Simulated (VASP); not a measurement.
## Pt: a series in a change of volume

Wanted: the elastic response of Pt to a change of volume, with a fit that predicts a row left out.

Method: r2SCAN; plane waves and PAW (Pt), in the first sound run; inputs show where later runs differ, in VASP 6.6.1.

### Step 1. The structure

Symmetry: Fm-3m, No. 225, cubic system. The conventional cell has a = 3.920 Å, b = 3.920 Å, c = 3.920 Å, α = 90.00°, β = 90.00°, γ = 90.00°. Nearest to Pt lie 12 Pt at 2.77 Å.

As a file:

```
Pt
1.0
     0.00000    1.96000    1.96000
     1.96000    0.00000    1.96000
     1.96000    1.96000    0.00000
Pt
1
Cartesian
  0.0000 0.0000 0.0000
```

### Step 2. Relax the crystal, r2SCAN

The series starts from the cell that this level prefers, so that zero strain is near zero stress.

This step took 2 runs in a row; the last is shown.

Level: r2SCAN; plane waves and PAW (Pt).

Input file INCAR:

```
SYSTEM = Pt
PREC = Accurate
ENCUT = 450
EDIFF = 1E-07
NELM = 120
ISMEAR = 1
SIGMA = 0.15
LREAL = .FALSE.
ALGO = Normal
METAGGA = R2SCAN
LASPH = .TRUE.
NBANDS = 11
LORBIT = 11
LWAVE = .FALSE.
LCHARG = .FALSE.
KPAR = 8
IBRION = 2
NSW = 40
ISIF = 3
EDIFFG = -0.005
POTIM = 0.4
```

Input file POSCAR:

```
Pt
1.0
    0.0000000000      1.9718277345      1.9718277345
    1.9718277345      0.0000000000      1.9718277345
    1.9718277345      1.9718277345      0.0000000000
Pt
1
Direct
    0.0000000000      0.0000000000      0.0000000000
```

Input file KPOINTS:

```
Automatic mesh
0
Gamma
26 26 26
0 0 0
```

The projector-augmented-wave data sets are Pt (PBE family, release 64).

Launch:

```console
$ mpirun -np 8 vasp_std
```

What it wrote:

```text
[banner, memory and clock lines left out]
running    8 mpi-ranks, on    1 nodes
[...]
|                                                                             |
|           W    W    AA    RRRRR   N    N  II  N    N   GGGG   !!!           |
|           W    W   A  A   R    R  NN   N  II  NN   N  G    G  !!!           |
|           W    W  A    A  R    R  N N  N  II  N N  N  G       !!!           |
|           W WW W  AAAAAA  RRRRR   N  N N  II  N  N N  G  GGG   !            |
|           WW  WW  A    A  R   R   N   NN  II  N   NN  G    G                |
|           W    W  A    A  R    R  N    N  II  N    N   GGGG   !!!           |
|                                                                             |
|     For optimal performance we recommend to set                             |
|       NCORE = 2 up to number-of-cores-per-socket                            |
|     NCORE specifies how many cores store one orbital (NPAR=cpu/NCORE).      |
|     This setting can greatly improve the performance of VASP for DFT.       |
[...]
|     You enforced a specific xc type in the INCAR file but a different       |
|     [... a line on the potential file left out ...]
|     I HOPE YOU KNOW WHAT YOU ARE DOING!                                     |
|                                                                             |

 LDA part: xc-table for (None), standard interpolation
 POSCAR, INCAR and KPOINTS ok, starting setup
[...]
entering main loop
       N       E                     dE             d eps       ncg     rms          rms(c)
DAV:   1    -0.120332661578E+02   -0.12033E+02   -0.50137E+03 11634   0.768E+02
DAV:   2    -0.542489888940E+02   -0.42216E+02   -0.40497E+02 12987   0.169E+02
DAV:   3    -0.547882365252E+02   -0.53925E+00   -0.53527E+00 13206   0.181E+01
DAV:   4    -0.547906269676E+02   -0.23904E-02   -0.23902E-02 13054   0.142E+00
[...]
DAV:  11    -0.515003905580E+02   -0.10129E-05   -0.56452E-07 14343   0.694E-03    0.195E-03
DAV:  12    -0.515003906626E+02   -0.10457E-06   -0.73273E-08  9959   0.253E-03    0.886E-04
DAV:  13    -0.515003905850E+02    0.77630E-07   -0.15014E-08  6404   0.103E-03
   1 F= -.51500391E+02 E0= -.51499682E+02  d E =-.515004E+02
[...]
reached required accuracy - stopping structural energy minimisation
```

Run time: 50 s. Hardware: 8 MPI ranks of AMD EPYC 7R43, shared host; peak memory 1.2 GiB; 6.5 min of CPU time.

The logs omit lines about the potential files and the build; timing stands in the text.

From OUTCAR (step 2):

```text
  Total       -0.0039114     -0.0039114     -0.0039114      0.0000000      0.0000000     -0.0000000
  in kB       -0.4086967     -0.4086967     -0.4086967      0.0000000      0.0000000     -0.0000000
  external PRESSURE =      -0.4086967 kB  Pullay stress =       0.0000000 kB

 POSITION                                       TOTAL-FORCE (eV/Angst)
 -----------------------------------------------------------------------------------
      0.00000      0.00000      0.00000         0.000000     -0.000000     -0.000000
 -----------------------------------------------------------------------------------
    total drift:                               -0.000000     -0.000000     -0.000000

  FREE ENERGIE OF THE ION-ELECTRON SYSTEM (eV)
  ---------------------------------------------------
  free  energy   TOTEN  =       -51.5003905850 eV

  energy  without entropy=      -51.4982633549  energy(sigma->0) =      -51.49968151

 reached required accuracy - stopping structural energy minimisation

[... 3 further parts left out ...]
[key lines of the parts left out:]
E-fermi :  10.6882
```

Read from the output:

```
energy(sigma→0) of the program : -51.4997 eV
stress, compression positive   : xx, yy, zz -0.04, -0.04, -0.04 GPa
volume                         : 15.333 Å³
ionic steps                    : 1
```

### Step 3. Relax at fixed volume, r2SCAN

One member in full: the volume is scaled by 1.04, and the cell is held.

Level: r2SCAN; plane waves and PAW (Pt).

INCAR: that of step 2 with these lines changed.

```diff
@@ -15,7 +15,8 @@
 LCHARG = .FALSE.
-KPAR = 8
+KPAR = 2
 IBRION = 2
 NSW = 40
-ISIF = 3
-EDIFFG = -0.005
+ISIF = 2
+EDIFFG = -0.004
 POTIM = 0.4
+MAXMIX = 40
```

Input file POSCAR:

```
Pt
1.0
    0.0000000000      1.9977758119      1.9977758119
    1.9977758119      0.0000000000      1.9977758119
    1.9977758119      1.9977758119      0.0000000000
Pt
1
Direct
    0.0000000000      0.0000000000      0.0000000000
```

KPOINTS is that of step 2.

Launch:

```console
$ mpirun -np 2 vasp_std
```

What it wrote:

```text
[banner, memory and clock lines left out]
running    2 mpi-ranks, on    1 nodes
[...]
[... a notice as in an earlier step ...]

 LDA part: xc-table for (None), standard interpolation
 POSCAR, INCAR and KPOINTS ok, starting setup
[...]
entering main loop
       N       E                     dE             d eps       ncg     rms          rms(c)
DAV:   1    -0.118432516602E+02   -0.11843E+02   -0.49848E+03 11506   0.765E+02
DAV:   2    -0.543051877721E+02   -0.42462E+02   -0.40780E+02 12900   0.168E+02
DAV:   3    -0.548478055676E+02   -0.54262E+00   -0.53975E+00 13182   0.181E+01
DAV:   4    -0.548503095477E+02   -0.25040E-02   -0.25038E-02 12944   0.145E+00
[...]
DAV:  10    -0.514810423236E+02   -0.28804E-04   -0.49516E-05 12472   0.652E-02    0.330E-03
DAV:  11    -0.514810423712E+02   -0.47593E-07   -0.16281E-06 14419   0.950E-03    0.197E-03
DAV:  12    -0.514810424300E+02   -0.58862E-07   -0.10798E-07 12186   0.278E-03
   1 F= -.51481042E+02 E0= -.51480224E+02  d E =-.514810E+02
[...]
reached required accuracy - stopping structural energy minimisation
```

Run time: 2.6 min. Hardware: 2 MPI ranks; peak memory 0.32 GiB; 5.3 min of CPU time.

From OUTCAR (step 3):

```text
  Total       -0.9614466     -0.9614466     -0.9614466     -0.0000000      0.0000000      0.0000000
  in kB      -96.5974117    -96.5974117    -96.5974117     -0.0000000      0.0000000      0.0000000
  external PRESSURE =     -96.5974117 kB  Pullay stress =       0.0000000 kB

 POSITION                                       TOTAL-FORCE (eV/Angst)
 -----------------------------------------------------------------------------------
      0.00000      0.00000      0.00000        -0.000000     -0.000000      0.000000
 -----------------------------------------------------------------------------------
    total drift:                               -0.000000     -0.000000     -0.000000

  FREE ENERGIE OF THE ION-ELECTRON SYSTEM (eV)
  ---------------------------------------------------
  free  energy   TOTEN  =       -51.4810424300 eV

  energy  without entropy=      -51.4785862650  energy(sigma->0) =      -51.48022371

[... 2 parts as in an earlier step ...]

[... 2 further parts left out ...]
[key lines of the parts left out:]
E-fermi :   9.9620
```

Read from the output:

| Property | Result |
| --- | --- |
| energy(sigma→0) of the program | -51.4802 eV |
| stress, compression positive | xx, yy, zz -9.66, -9.66, -9.66 GPa |
| ionic steps | 1 |

### Step 4. The table

The other members went through these steps as far as the tables show, with the same cutoff and, step by step, the same mesh; 9 runs are not shown. The session took 1.2 core hours (wall time by ranks) on a shared machine.

```
volume over the relaxed volume  volume (Å³/atom)  pressure (GPa)  energy above the unstrained row, extrapolated to no smearing (meV/atom)
                         0.940            14.413          19.972                                                                   53.223
                         0.960            14.720          12.438                                                                   22.503
                         0.980            15.027               ?                                                                        ?
                         0.990            15.180           2.795                                                                    1.261
                             1            15.333          -0.041                                                                    0.000
                         1.010            15.487          -2.681                                                                    1.350
                         1.020            15.640          -5.156                                                                    5.145
                         1.040            15.947          -9.660                                                                   19.458
                         1.060            16.253         -13.600                                                                   41.789
```

### Step 5. A fit to the known rows

Fitting a cubic to the 8 known rows (u: logarithm of the volume ratio) gives pressure = − 929.2 u³ + 749.9 u² − 273.4 u − 0.03383 in GPa; the residuals are 0.0035 GPa r.m.s.

At u = -0.02020 this predicts 5.803 GPa.

### Step 6. The withheld row

The calculation gives 5.806 GPa, so the prediction is 0.003 GPa too low.

A cubic of the pressure in ln(V/V₀) through all rows has the slope −B at V₀: B = 273 GPa, and its curvature gives B′ = 5.5.

### Step 7. Outcome

```yaml
error_of_the_predicted_pressure: -0.003 GPa
bulk_modulus: 273 GPa
```

In words: These are static values: temperature and zero-point motion are left out. In a metal the slopes also depend on mesh and smearing, which were held through the series.

[Lines on the potential files, build, host, timing and source positions are cut from VASP's logs without a mark.]

[Logs are printed without paths, hosts, clocks, repeated set-up lines and the standing remarks that a program may print on its own settings, such as how far it seeks lower states.]

[Hosts, paths, dates, database ids (printed as entryN), source tags and the programs' standing remarks are cut or masked in the printed files.]

[In band tables of VASP the shares of atoms and orbitals are scaled to a sum of 1 inside the atoms' spheres.]
